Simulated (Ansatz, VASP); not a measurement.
# Cross-check of Sn between VASP and Ansatz, part 2 of 3

Wanted: the spread between two codes on one cell, functional and k mesh. The structure shown is the end of the Ansatz relaxation below.

VASP 6.6.1 and Ansatz 0.2.0.

So far: The structure; Ansatz: relaxation, r2SCAN.

### 3. VASP: single point, r2SCAN

Level of this step: r2SCAN; plane waves and PAW (Sn_d) (VASP).

The same cell, functional, mesh and smearing now go to VASP, with its own data sets.

Lines of VASP's logs that name or quote its potential files are left out, and so is its time.

Contents of INCAR:

```
SYSTEM = Sn
PREC = Accurate
ENCUT = 550
EDIFF = 1E-06
NELM = 120
ISMEAR = 0
SIGMA = 0.015
LREAL = .FALSE.
ALGO = Normal
METAGGA = R2SCAN
LASPH = .TRUE.
NBANDS = 20
LORBIT = 11
LWAVE = .FALSE.
LCHARG = .FALSE.
ISIF = 2
ISYM = 2
GGA_COMPAT = .FALSE.
LMIXTAU = .TRUE.
KPAR = 2
```

Contents of POSCAR:

```
Sn
1.0
    0.0000000000      3.3284616611      3.1525765525
    3.3284616611      0.0000000000      3.1525765525
    3.3284616611      3.3284616611      0.0000000000
Sn
2
Direct
    0.4999833446      0.4999833446      0.4999518088
    0.7500166554      0.7500166554      0.7500481912
```

Contents of KPOINTS:

```
Points of the shifted mesh
1728
Reciprocal
 0.0416666667  0.0416666667  0.0416666667 1
 0.0416666667  0.0416666667  0.1250000000 1
 0.0416666667  0.0416666667  0.2083333333 1
 0.0416666667  0.0416666667  0.2916666667 1
 0.0416666667  0.0416666667  0.3750000000 1
 0.0416666667  0.0416666667  0.4583333333 1
 0.0416666667  0.0416666667  0.5416666667 1
 0.0416666667  0.0416666667  0.6250000000 1
 0.0416666667  0.0416666667  0.7083333333 1
 0.0416666667  0.0416666667  0.7916666667 1
 0.0416666667  0.0416666667  0.8750000000 1
 0.0416666667  0.0416666667  0.9583333333 1
 0.0416666667  0.1250000000  0.0416666667 1
 0.0416666667  0.1250000000  0.1250000000 1
 0.0416666667  0.1250000000  0.2083333333 1
 0.0416666667  0.1250000000  0.2916666667 1
 0.0416666667  0.1250000000  0.3750000000 1
 0.0416666667  0.1250000000  0.4583333333 1
 0.0416666667  0.1250000000  0.5416666667 1
 0.0416666667  0.1250000000  0.6250000000 1
 0.0416666667  0.1250000000  0.7083333333 1
 0.0416666667  0.1250000000  0.7916666667 1
 0.0416666667  0.1250000000  0.8750000000 1
 0.0416666667  0.1250000000  0.9583333333 1
 0.0416666667  0.2083333333  0.0416666667 1
 0.0416666667  0.2083333333  0.1250000000 1
 0.0416666667  0.2083333333  0.2083333333 1
 0.0416666667  0.2083333333  0.2916666667 1
 0.0416666667  0.2083333333  0.3750000000 1
 0.0416666667  0.2083333333  0.4583333333 1
 0.0416666667  0.2083333333  0.5416666667 1
 0.0416666667  0.2083333333  0.6250000000 1
 0.0416666667  0.2083333333  0.7083333333 1
 0.0416666667  0.2083333333  0.7916666667 1
 0.0416666667  0.2083333333  0.8750000000 1
 0.0416666667  0.2083333333  0.9583333333 1
 0.0416666667  0.2916666667  0.0416666667 1
 0.0416666667  0.2916666667  0.1250000000 1
 0.0416666667  0.2916666667  0.2083333333 1
 0.0416666667  0.2916666667  0.2916666667 1
 0.0416666667  0.2916666667  0.3750000000 1
 0.0416666667  0.2916666667  0.4583333333 1
 0.0416666667  0.2916666667  0.5416666667 1
 0.0416666667  0.2916666667  0.6250000000 1
 0.0416666667  0.2916666667  0.7083333333 1
 0.0416666667  0.2916666667  0.7916666667 1
 0.0416666667  0.2916666667  0.8750000000 1
 0.0416666667  0.2916666667  0.9583333333 1
 0.0416666667  0.3750000000  0.0416666667 1
 0.0416666667  0.3750000000  0.1250000000 1
 0.0416666667  0.3750000000  0.2083333333 1
 0.0416666667  0.3750000000  0.2916666667 1
 0.0416666667  0.3750000000  0.3750000000 1
 0.0416666667  0.3750000000  0.4583333333 1
 0.0416666667  0.3750000000  0.5416666667 1
 0.0416666667  0.3750000000  0.6250000000 1
 0.0416666667  0.3750000000  0.7083333333 1
 0.0416666667  0.3750000000  0.7916666667 1
 0.0416666667  0.3750000000  0.8750000000 1
 0.0416666667  0.3750000000  0.9583333333 1
 0.0416666667  0.4583333333  0.0416666667 1
 0.0416666667  0.4583333333  0.1250000000 1
 0.0416666667  0.4583333333  0.2083333333 1
 0.0416666667  0.4583333333  0.2916666667 1
 0.0416666667  0.4583333333  0.3750000000 1
 0.0416666667  0.4583333333  0.4583333333 1
 0.0416666667  0.4583333333  0.5416666667 1
 0.0416666667  0.4583333333  0.6250000000 1
 0.0416666667  0.4583333333  0.7083333333 1
 0.0416666667  0.4583333333  0.7916666667 1
 0.0416666667  0.4583333333  0.8750000000 1
 0.0416666667  0.4583333333  0.9583333333 1
 0.0416666667  0.5416666667  0.0416666667 1
 0.0416666667  0.5416666667  0.1250000000 1
 0.0416666667  0.5416666667  0.2083333333 1
 0.0416666667  0.5416666667  0.2916666667 1
 0.0416666667  0.5416666667  0.3750000000 1
 0.0416666667  0.5416666667  0.4583333333 1
 0.0416666667  0.5416666667  0.5416666667 1
 0.0416666667  0.5416666667  0.6250000000 1
 0.0416666667  0.5416666667  0.7083333333 1
 0.0416666667  0.5416666667  0.7916666667 1
 0.0416666667  0.5416666667  0.8750000000 1
 0.0416666667  0.5416666667  0.9583333333 1
 0.0416666667  0.6250000000  0.0416666667 1
 0.0416666667  0.6250000000  0.1250000000 1
 0.0416666667  0.6250000000  0.2083333333 1
 0.0416666667  0.6250000000  0.2916666667 1
 0.0416666667  0.6250000000  0.3750000000 1
 0.0416666667  0.6250000000  0.4583333333 1
 0.0416666667  0.6250000000  0.5416666667 1
 0.0416666667  0.6250000000  0.6250000000 1
 0.0416666667  0.6250000000  0.7083333333 1
 0.0416666667  0.6250000000  0.7916666667 1
 0.0416666667  0.6250000000  0.8750000000 1
 0.0416666667  0.6250000000  0.9583333333 1
 0.0416666667  0.7083333333  0.0416666667 1
 0.0416666667  0.7083333333  0.1250000000 1
 0.0416666667  0.7083333333  0.2083333333 1
 0.0416666667  0.7083333333  0.2916666667 1
 0.0416666667  0.7083333333  0.3750000000 1
 0.0416666667  0.7083333333  0.4583333333 1
 0.0416666667  0.7083333333  0.5416666667 1
 0.0416666667  0.7083333333  0.6250000000 1
 0.0416666667  0.7083333333  0.7083333333 1
 0.0416666667  0.7083333333  0.7916666667 1
 0.0416666667  0.7083333333  0.8750000000 1
 0.0416666667  0.7083333333  0.9583333333 1
 0.0416666667  0.7916666667  0.0416666667 1
 0.0416666667  0.7916666667  0.1250000000 1
 0.0416666667  0.7916666667  0.2083333333 1
 0.0416666667  0.7916666667  0.2916666667 1
[... 1390 lines left out ...]
 0.8750000000  0.4583333333  0.1250000000 1
 0.8750000000  0.4583333333  0.2083333333 1
 0.8750000000  0.4583333333  0.2916666667 1
 0.8750000000  0.4583333333  0.3750000000 1
 0.8750000000  0.4583333333  0.4583333333 1
 0.8750000000  0.4583333333  0.5416666667 1
 0.8750000000  0.4583333333  0.6250000000 1
 0.8750000000  0.4583333333  0.7083333333 1
 0.8750000000  0.4583333333  0.7916666667 1
 0.8750000000  0.4583333333  0.8750000000 1
 0.8750000000  0.4583333333  0.9583333333 1
 0.8750000000  0.5416666667  0.0416666667 1
 0.8750000000  0.5416666667  0.1250000000 1
 0.8750000000  0.5416666667  0.2083333333 1
 0.8750000000  0.5416666667  0.2916666667 1
 0.8750000000  0.5416666667  0.3750000000 1
 0.8750000000  0.5416666667  0.4583333333 1
 0.8750000000  0.5416666667  0.5416666667 1
 0.8750000000  0.5416666667  0.6250000000 1
 0.8750000000  0.5416666667  0.7083333333 1
 0.8750000000  0.5416666667  0.7916666667 1
 0.8750000000  0.5416666667  0.8750000000 1
 0.8750000000  0.5416666667  0.9583333333 1
 0.8750000000  0.6250000000  0.0416666667 1
 0.8750000000  0.6250000000  0.1250000000 1
 0.8750000000  0.6250000000  0.2083333333 1
 0.8750000000  0.6250000000  0.2916666667 1
 0.8750000000  0.6250000000  0.3750000000 1
 0.8750000000  0.6250000000  0.4583333333 1
 0.8750000000  0.6250000000  0.5416666667 1
 0.8750000000  0.6250000000  0.6250000000 1
 0.8750000000  0.6250000000  0.7083333333 1
 0.8750000000  0.6250000000  0.7916666667 1
 0.8750000000  0.6250000000  0.8750000000 1
 0.8750000000  0.6250000000  0.9583333333 1
 0.8750000000  0.7083333333  0.0416666667 1
 0.8750000000  0.7083333333  0.1250000000 1
 0.8750000000  0.7083333333  0.2083333333 1
 0.8750000000  0.7083333333  0.2916666667 1
 0.8750000000  0.7083333333  0.3750000000 1
 0.8750000000  0.7083333333  0.4583333333 1
 0.8750000000  0.7083333333  0.5416666667 1
 0.8750000000  0.7083333333  0.6250000000 1
 0.8750000000  0.7083333333  0.7083333333 1
 0.8750000000  0.7083333333  0.7916666667 1
 0.8750000000  0.7083333333  0.8750000000 1
 0.8750000000  0.7083333333  0.9583333333 1
 0.8750000000  0.7916666667  0.0416666667 1
 0.8750000000  0.7916666667  0.1250000000 1
 0.8750000000  0.7916666667  0.2083333333 1
 0.8750000000  0.7916666667  0.2916666667 1
 0.8750000000  0.7916666667  0.3750000000 1
 0.8750000000  0.7916666667  0.4583333333 1
 0.8750000000  0.7916666667  0.5416666667 1
 0.8750000000  0.7916666667  0.6250000000 1
 0.8750000000  0.7916666667  0.7083333333 1
 0.8750000000  0.7916666667  0.7916666667 1
 0.8750000000  0.7916666667  0.8750000000 1
 0.8750000000  0.7916666667  0.9583333333 1
 0.8750000000  0.8750000000  0.0416666667 1
 0.8750000000  0.8750000000  0.1250000000 1
 0.8750000000  0.8750000000  0.2083333333 1
 0.8750000000  0.8750000000  0.2916666667 1
 0.8750000000  0.8750000000  0.3750000000 1
 0.8750000000  0.8750000000  0.4583333333 1
 0.8750000000  0.8750000000  0.5416666667 1
 0.8750000000  0.8750000000  0.6250000000 1
 0.8750000000  0.8750000000  0.7083333333 1
 0.8750000000  0.8750000000  0.7916666667 1
 0.8750000000  0.8750000000  0.8750000000 1
 0.8750000000  0.8750000000  0.9583333333 1
 0.8750000000  0.9583333333  0.0416666667 1
 0.8750000000  0.9583333333  0.1250000000 1
 0.8750000000  0.9583333333  0.2083333333 1
 0.8750000000  0.9583333333  0.2916666667 1
 0.8750000000  0.9583333333  0.3750000000 1
 0.8750000000  0.9583333333  0.4583333333 1
 0.8750000000  0.9583333333  0.5416666667 1
 0.8750000000  0.9583333333  0.6250000000 1
 0.8750000000  0.9583333333  0.7083333333 1
 0.8750000000  0.9583333333  0.7916666667 1
 0.8750000000  0.9583333333  0.8750000000 1
 0.8750000000  0.9583333333  0.9583333333 1
 0.9583333333  0.0416666667  0.0416666667 1
 0.9583333333  0.0416666667  0.1250000000 1
 0.9583333333  0.0416666667  0.2083333333 1
 0.9583333333  0.0416666667  0.2916666667 1
 0.9583333333  0.0416666667  0.3750000000 1
 0.9583333333  0.0416666667  0.4583333333 1
 0.9583333333  0.0416666667  0.5416666667 1
 0.9583333333  0.0416666667  0.6250000000 1
 0.9583333333  0.0416666667  0.7083333333 1
 0.9583333333  0.0416666667  0.7916666667 1
 0.9583333333  0.0416666667  0.8750000000 1
 0.9583333333  0.0416666667  0.9583333333 1
 0.9583333333  0.1250000000  0.0416666667 1
 0.9583333333  0.1250000000  0.1250000000 1
 0.9583333333  0.1250000000  0.2083333333 1
 0.9583333333  0.1250000000  0.2916666667 1
 0.9583333333  0.1250000000  0.3750000000 1
 0.9583333333  0.1250000000  0.4583333333 1
 0.9583333333  0.1250000000  0.5416666667 1
 0.9583333333  0.1250000000  0.6250000000 1
 0.9583333333  0.1250000000  0.7083333333 1
 0.9583333333  0.1250000000  0.7916666667 1
 0.9583333333  0.1250000000  0.8750000000 1
 0.9583333333  0.1250000000  0.9583333333 1
 0.9583333333  0.2083333333  0.0416666667 1
 0.9583333333  0.2083333333  0.1250000000 1
 0.9583333333  0.2083333333  0.2083333333 1
 0.9583333333  0.2083333333  0.2916666667 1
 0.9583333333  0.2083333333  0.3750000000 1
 0.9583333333  0.2083333333  0.4583333333 1
 0.9583333333  0.2083333333  0.5416666667 1
 0.9583333333  0.2083333333  0.6250000000 1
 0.9583333333  0.2083333333  0.7083333333 1
 0.9583333333  0.2083333333  0.7916666667 1
 0.9583333333  0.2083333333  0.8750000000 1
 0.9583333333  0.2083333333  0.9583333333 1
 0.9583333333  0.2916666667  0.0416666667 1
 0.9583333333  0.2916666667  0.1250000000 1
 0.9583333333  0.2916666667  0.2083333333 1
 0.9583333333  0.2916666667  0.2916666667 1
 0.9583333333  0.2916666667  0.3750000000 1
 0.9583333333  0.2916666667  0.4583333333 1
 0.9583333333  0.2916666667  0.5416666667 1
 0.9583333333  0.2916666667  0.6250000000 1
 0.9583333333  0.2916666667  0.7083333333 1
 0.9583333333  0.2916666667  0.7916666667 1
 0.9583333333  0.2916666667  0.8750000000 1
 0.9583333333  0.2916666667  0.9583333333 1
 0.9583333333  0.3750000000  0.0416666667 1
 0.9583333333  0.3750000000  0.1250000000 1
 0.9583333333  0.3750000000  0.2083333333 1
 0.9583333333  0.3750000000  0.2916666667 1
 0.9583333333  0.3750000000  0.3750000000 1
 0.9583333333  0.3750000000  0.4583333333 1
 0.9583333333  0.3750000000  0.5416666667 1
 0.9583333333  0.3750000000  0.6250000000 1
 0.9583333333  0.3750000000  0.7083333333 1
 0.9583333333  0.3750000000  0.7916666667 1
 0.9583333333  0.3750000000  0.8750000000 1
 0.9583333333  0.3750000000  0.9583333333 1
 0.9583333333  0.4583333333  0.0416666667 1
 0.9583333333  0.4583333333  0.1250000000 1
 0.9583333333  0.4583333333  0.2083333333 1
 0.9583333333  0.4583333333  0.2916666667 1
 0.9583333333  0.4583333333  0.3750000000 1
 0.9583333333  0.4583333333  0.4583333333 1
 0.9583333333  0.4583333333  0.5416666667 1
 0.9583333333  0.4583333333  0.6250000000 1
 0.9583333333  0.4583333333  0.7083333333 1
 0.9583333333  0.4583333333  0.7916666667 1
 0.9583333333  0.4583333333  0.8750000000 1
 0.9583333333  0.4583333333  0.9583333333 1
 0.9583333333  0.5416666667  0.0416666667 1
 0.9583333333  0.5416666667  0.1250000000 1
 0.9583333333  0.5416666667  0.2083333333 1
 0.9583333333  0.5416666667  0.2916666667 1
 0.9583333333  0.5416666667  0.3750000000 1
 0.9583333333  0.5416666667  0.4583333333 1
 0.9583333333  0.5416666667  0.5416666667 1
 0.9583333333  0.5416666667  0.6250000000 1
 0.9583333333  0.5416666667  0.7083333333 1
 0.9583333333  0.5416666667  0.7916666667 1
 0.9583333333  0.5416666667  0.8750000000 1
 0.9583333333  0.5416666667  0.9583333333 1
 0.9583333333  0.6250000000  0.0416666667 1
 0.9583333333  0.6250000000  0.1250000000 1
 0.9583333333  0.6250000000  0.2083333333 1
 0.9583333333  0.6250000000  0.2916666667 1
 0.9583333333  0.6250000000  0.3750000000 1
 0.9583333333  0.6250000000  0.4583333333 1
 0.9583333333  0.6250000000  0.5416666667 1
 0.9583333333  0.6250000000  0.6250000000 1
 0.9583333333  0.6250000000  0.7083333333 1
 0.9583333333  0.6250000000  0.7916666667 1
 0.9583333333  0.6250000000  0.8750000000 1
 0.9583333333  0.6250000000  0.9583333333 1
 0.9583333333  0.7083333333  0.0416666667 1
 0.9583333333  0.7083333333  0.1250000000 1
 0.9583333333  0.7083333333  0.2083333333 1
 0.9583333333  0.7083333333  0.2916666667 1
 0.9583333333  0.7083333333  0.3750000000 1
 0.9583333333  0.7083333333  0.4583333333 1
 0.9583333333  0.7083333333  0.5416666667 1
 0.9583333333  0.7083333333  0.6250000000 1
 0.9583333333  0.7083333333  0.7083333333 1
 0.9583333333  0.7083333333  0.7916666667 1
 0.9583333333  0.7083333333  0.8750000000 1
 0.9583333333  0.7083333333  0.9583333333 1
 0.9583333333  0.7916666667  0.0416666667 1
 0.9583333333  0.7916666667  0.1250000000 1
 0.9583333333  0.7916666667  0.2083333333 1
 0.9583333333  0.7916666667  0.2916666667 1
 0.9583333333  0.7916666667  0.3750000000 1
 0.9583333333  0.7916666667  0.4583333333 1
 0.9583333333  0.7916666667  0.5416666667 1
 0.9583333333  0.7916666667  0.6250000000 1
 0.9583333333  0.7916666667  0.7083333333 1
 0.9583333333  0.7916666667  0.7916666667 1
 0.9583333333  0.7916666667  0.8750000000 1
 0.9583333333  0.7916666667  0.9583333333 1
 0.9583333333  0.8750000000  0.0416666667 1
 0.9583333333  0.8750000000  0.1250000000 1
 0.9583333333  0.8750000000  0.2083333333 1
 0.9583333333  0.8750000000  0.2916666667 1
 0.9583333333  0.8750000000  0.3750000000 1
 0.9583333333  0.8750000000  0.4583333333 1
 0.9583333333  0.8750000000  0.5416666667 1
 0.9583333333  0.8750000000  0.6250000000 1
 0.9583333333  0.8750000000  0.7083333333 1
 0.9583333333  0.8750000000  0.7916666667 1
 0.9583333333  0.8750000000  0.8750000000 1
 0.9583333333  0.8750000000  0.9583333333 1
 0.9583333333  0.9583333333  0.0416666667 1
 0.9583333333  0.9583333333  0.1250000000 1
 0.9583333333  0.9583333333  0.2083333333 1
 0.9583333333  0.9583333333  0.2916666667 1
 0.9583333333  0.9583333333  0.3750000000 1
 0.9583333333  0.9583333333  0.4583333333 1
 0.9583333333  0.9583333333  0.5416666667 1
 0.9583333333  0.9583333333  0.6250000000 1
 0.9583333333  0.9583333333  0.7083333333 1
 0.9583333333  0.9583333333  0.7916666667 1
 0.9583333333  0.9583333333  0.8750000000 1
 0.9583333333  0.9583333333  0.9583333333 1
```

Potentials, in the order of the species: Sn_d (PBE family, release 64).

Run with:

```console
> mpirun -np 2 vasp_std
```

The program printed:

```text
[banner, memory and clock lines left out]
running    2 mpi-ranks, on    1 nodes
 distrk:  each k-point on    1 cores,    2 groups
 distr:  one band on    1 cores,    1 groups

 POSCAR found type information on POSCAR Sn
 POSCAR found :  1 types and       2 ions
|                                                                             |
|               ----> ADVICE to this user running VASP <----                  |
|                                                                             |
|     You enforced a specific xc type in the INCAR file but a different       |
|     [... a line on the potential file left out ...]
|     I HOPE YOU KNOW WHAT YOU ARE DOING!                                     |
|                                                                             |

 LDA part: xc-table for (None), standard interpolation
 POSCAR, INCAR and KPOINTS ok, starting setup
 FFT: planning ... GRIDC
 FFT: planning ... GRID_SOFT
 FFT: planning ... GRID
 WAVECAR not read
 entering main loop
       N       E                     dE             d eps       ncg     rms          rms(c)
DAV:   1     0.187639666313E+03    0.18764E+03   -0.15881E+04 69468   0.214E+03
DAV:   2    -0.286653950600E+02   -0.21631E+03   -0.21241E+03 69272   0.467E+02
DAV:   3    -0.528733787647E+02   -0.24208E+02   -0.24058E+02 78760   0.150E+02
DAV:   4    -0.536725163283E+02   -0.79914E+00   -0.79874E+00 78556   0.304E+01
DAV:   5    -0.537032009739E+02   -0.30685E-01   -0.30684E-01100448   0.570E+00    0.477E+00
DAV:   6    -0.495837183405E+02    0.41195E+01   -0.13630E+00 73820   0.197E+01    0.230E+00
DAV:   7    -0.490339169885E+02    0.54980E+00   -0.47288E-01 71540   0.819E+00    0.888E-01
DAV:   8    -0.495320171968E+02   -0.49810E+00   -0.35089E-01 69228   0.543E+00    0.382E-01
DAV:   9    -0.494700475283E+02    0.61970E-01   -0.22108E-02 77548   0.127E+00    0.247E-01
DAV:  10    -0.494664687034E+02    0.35788E-02   -0.32273E-03 71760   0.557E-01    0.212E-01
DAV:  11    -0.494723646149E+02   -0.58959E-02   -0.49325E-03 72632   0.800E-01    0.328E-02
DAV:  12    -0.494789239316E+02   -0.65593E-02   -0.23361E-03 69512   0.555E-01    0.201E-02
DAV:  13    -0.494796634008E+02   -0.73947E-03   -0.16889E-04 80184   0.117E-01    0.135E-02
DAV:  14    -0.494805188266E+02   -0.85543E-03   -0.35318E-04 69556   0.202E-01    0.412E-03
DAV:  15    -0.494805402275E+02   -0.21401E-04   -0.29940E-05 72048   0.593E-02    0.268E-03
DAV:  16    -0.494805428183E+02   -0.25908E-05   -0.48778E-06 57876   0.239E-02    0.180E-03
DAV:  17    -0.494805438175E+02   -0.99919E-06   -0.17229E-06 58412   0.134E-02
   1 F= -.49480544E+02 E0= -.49480542E+02  d E =-.383912E-05
```

(Part 2 of 3 ends here.)

[Lines on the potential files, build, host, timing and source positions are cut from VASP's logs without a mark.]

[Logs are printed without paths, hosts, clocks, repeated set-up lines and the standing remarks that a program may print on its own settings, such as how far it seeks lower states.]

[Hosts, paths, dates, database ids (printed as entryN), source tags and the programs' standing remarks are cut or masked in the printed files.]
